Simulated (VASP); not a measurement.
Computed with PBE GGA with D3 dispersion (Becke-Johnson damping), VASP's PBE PAW potentials (set 64) (plane waves; VASP 6.6.1).

VASP ran on this input.

POSCAR:
```
MoTe2
1.0
  1.7477468906  -3.0271860011   0.0000000000
  1.7477468906   3.0271860011   0.0000000000
  0.0000000000   0.0000000000  13.6853972693
Te Mo
4 2
Direct
  0.3333330000   0.6666670000   0.8828821678
  0.6666670000   0.3333330000   0.3828821678
  0.6666670000   0.3333330000   0.1171178322
  0.3333330000   0.6666670000   0.6171178322
  0.3333330000   0.6666670000   0.2500000000
  0.6666670000   0.3333330000   0.7500000000
```

**KPOINTS**
```
Automatic
0
gamma
 8 8 2
```

### INCAR
```
SYSTEM = MoTe2
PREC = Accurate; ENCUT = 520; LREAL = .False.
LASPH = .True.
EDIFF = 1E-7; NELM = 100; ALGO = Normal
LMAXMIX = 4
ISMEAR = -5
GGA = PE; IVDW = 12
ISIF = 2
LWAVE = .False.; LCHARG = .True.; LORBIT = 11
NEDOS = 601
LEFG = .True.
```

POTCAR, in this order: Te Mo_sv (PBE.64 set). Program: vasp_std.

Output

File OSZICAR:
```
       N       E                     dE             d eps       ncg     rms          rms(c)
DAV:   1     0.412753651412E+03    0.41275E+03   -0.27479E+04  1440   0.151E+03
DAV:   2    -0.136108101284E+02   -0.42636E+03   -0.41771E+03  1552   0.355E+02
DAV:   3    -0.364367567571E+02   -0.22826E+02   -0.22568E+02  1528   0.690E+01
DAV:   4    -0.371353927942E+02   -0.69864E+00   -0.69449E+00  1567   0.114E+01
DAV:   5    -0.371516145491E+02   -0.16222E-01   -0.16212E-01  1581   0.186E+00    0.221E+01
DAV:   6    -0.363678228305E+02    0.78379E+00   -0.84435E+00  1436   0.145E+01    0.905E+00
DAV:   7    -0.363333921924E+02    0.34431E-01   -0.85831E+00  1384   0.116E+01    0.642E+00
DAV:   8    -0.359042157755E+02    0.42918E+00   -0.18745E+00  1530   0.621E+00    0.328E+00
DAV:   9    -0.359061785735E+02   -0.19628E-02   -0.24648E-01  1640   0.224E+00    0.134E+00
DAV:  10    -0.359002277108E+02    0.59509E-02   -0.46913E-02  1520   0.110E+00    0.383E-01
DAV:  11    -0.359005019421E+02   -0.27423E-03   -0.25163E-03  1524   0.260E-01    0.280E-01
DAV:  12    -0.359004192986E+02    0.82643E-04   -0.32677E-04  1469   0.859E-02    0.176E-01
DAV:  13    -0.359003812628E+02    0.38036E-04   -0.12924E-04  1534   0.610E-02    0.879E-02
DAV:  14    -0.359003812149E+02    0.47913E-07   -0.13616E-05  1606   0.146E-02    0.622E-02
DAV:  15    -0.359003800995E+02    0.11154E-05   -0.19039E-06  1499   0.686E-03    0.346E-02
DAV:  16    -0.359003783369E+02    0.17626E-05   -0.31596E-06  1567   0.824E-03    0.155E-02
DAV:  17    -0.359003780107E+02    0.32621E-06   -0.60674E-07  1361   0.354E-03    0.229E-03
DAV:  18    -0.359003779721E+02    0.38606E-07   -0.10775E-07   880   0.159E-03
   1 F= -.39229693E+02 E0= -.39229693E+02  d E =0.000000E+00
```

**OUTCAR**
```
------------------------ aborting loop because EDIFF is reached ----------------------------------------
 Edisp (eV)   -3.32931
  FORCE on cell =-STRESS in cart. coord.  units (eV):
  Direction    XX          YY          ZZ          XY          YZ          ZX
  --------------------------------------------------------------------------------------
  Total       0.00817     0.00817     0.00370     0.00000     0.00000     0.00000
  in kB       0.09035     0.09035     0.04089     0.00000     0.00000     0.00000
  external pressure =        0.07 kB  Pullay stress =        0.00 kB
  volume of cell :      144.81
      direct lattice vectors                 reciprocal lattice vectors
     1.747746891 -3.027186001  0.000000000     0.286082615 -0.165169897  0.000000000
     1.747746891  3.027186001  0.000000000     0.286082615  0.165169897  0.000000000
     0.000000000  0.000000000 13.685397269     0.000000000  0.000000000  0.073070586
 POSITION                                       TOTAL-FORCE (eV/Angst)
 -----------------------------------------------------------------------------------
      1.74775      1.00906     12.08259         0.000000      0.000000     -0.005603
      1.74775     -1.00906      5.23989        -0.000000      0.000000     -0.005603
      1.74775     -1.00906      1.60280        -0.000000     -0.000000      0.005603
      1.74775      1.00906      8.44550         0.000000     -0.000000      0.005603
      1.74775      1.00906      3.42135        -0.000000     -0.000000     -0.000000
      1.74775     -1.00906     10.26405         0.000000      0.000000     -0.000000
 -----------------------------------------------------------------------------------
    total drift:                               -0.000000      0.001606     -0.000023
  FREE ENERGIE OF THE ION-ELECTRON SYSTEM (eV)
  ---------------------------------------------------
  free  energy   TOTEN  =       -39.2296926375 eV

  energy  without entropy=      -39.2296926375  energy(sigma->0) =      -39.22969264

 total charge

# of ion       s       p       d       tot
------------------------------------------
    1        1.387   1.977   0.067   3.431
    2        1.387   1.977   0.067   3.431
    3        1.387   1.977   0.067   3.431
    4        1.387   1.977   0.067   3.431
    5        2.255   6.147   3.994  12.396
    6        2.255   6.147   3.994  12.396
--------------------------------------------------
tot         10.059  20.201   8.254  38.515

 Electric field gradients after diagonalization (V/A^2)
 (convention: |V_zz| > |V_xx| > |V_yy|)
----------------------------------------------------------------------
 ion       V_xx      V_yy      V_zz     asymmetry (V_yy - V_xx)/ V_zz
----------------------------------------------------------------------
   1      83.924    83.924  -167.849       0.000
   2      83.924    83.924  -167.849       0.000
   3      83.924    83.924  -167.849       0.000
   4      83.924    83.924  -167.849       0.000
   5      34.274    34.268   -68.542       0.000
   6      34.274    34.268   -68.542       0.000
```
(Selected blocks of OUTCAR.)

The compound is MoTe2 in the 2H layered structure. It was relaxed first.
